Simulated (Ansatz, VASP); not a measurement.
# MnRh in VASP and in Ansatz

```
CELL_PARAMETERS angstrom
3.04400 0.00000 0.00000
0.00000 3.04400 0.00000
0.00000 0.00000 3.04400
ATOMIC_POSITIONS crystal
Mn 0.00000 0.00000 0.00000
Rh 0.50000 0.50000 0.50000
```

Alike in both runs: task single point; functional PBEsol; k mesh 7 × 7 × 7; collinear spin.

|  | VASP | Ansatz |
| --- | --- | --- |
| version | VASP 6.6.1 | Ansatz 0.2.0 |
| potentials or method | VASP PAW PBE potentials, release 64 (Mn_pv, Rh_pv), cutoff 520 eV | all-electron (LAPW or listed datasets) |
| occupations | methfessel-paxton of order 1, width 0.05 eV | cold, width 0.05 eV |

```csv
,VASP,Ansatz,Ansatz less VASP
pressure (GPa),-10.3,-10.4,-0.07
net moment per atom (μB),2.04,2.03,0.000
size of the moment on the site where the two differ most (μB),3.47,3.52,+0.047
```

Site moments also hang on the region over which each program counts them. Ansatz ran all-electron here, so the differences hold the error of VASP's frozen core and of both bases. Ansatz warned: «given_moment_on_shells».

Caveats: the PAW data sets were made with another functional, which shifts forces and pressure a little (VASP).
